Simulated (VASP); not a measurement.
Given:

```
Ga4Ti2Y
1.0
   -3.39292     3.39292     2.74046
    3.39292    -3.39292     2.74046
    3.39292     3.39292    -2.74046
Y Ti Ga
1 2 4
Direct
  0.00000   0.00000   0.00000
  0.75000   0.25000   0.50000
  0.25000   0.75000   0.50000
  0.30349   0.69651   0.00000
  0.69651   0.30349   0.00000
  0.69651   0.69651   0.39302
  0.30349   0.30349   0.60698
```

Calculation: PBEsol GGA, VASP's PBE PAW potentials (set 64) (plane waves; VASP). Numerical set-up: 300 eV cut-off, 5×5×5 Γ-centred mesh, Gaussian smearing of 0.14 eV, potentials Y_sv Ti_sv Ga_d.

At this cut-off the stress carries a Pulay error, which pulls relaxed volumes low.

### Question
Give the stress tensor in GPa (positive for a compressed cell).

### Answer

```
-5.07   0.00   0.00
 0.00  -5.07   0.00
 0.00   0.00  -4.69
```
The pressure is its mean diagonal, -4.94 GPa.

The structure comes from a computed database's Ga4Ti2Y entry (I4/mmm); how it stands against other phases isn't given here. The cell was not relaxed at this level. The electron count is odd and the run is not spin-polarised, which forces a metal.
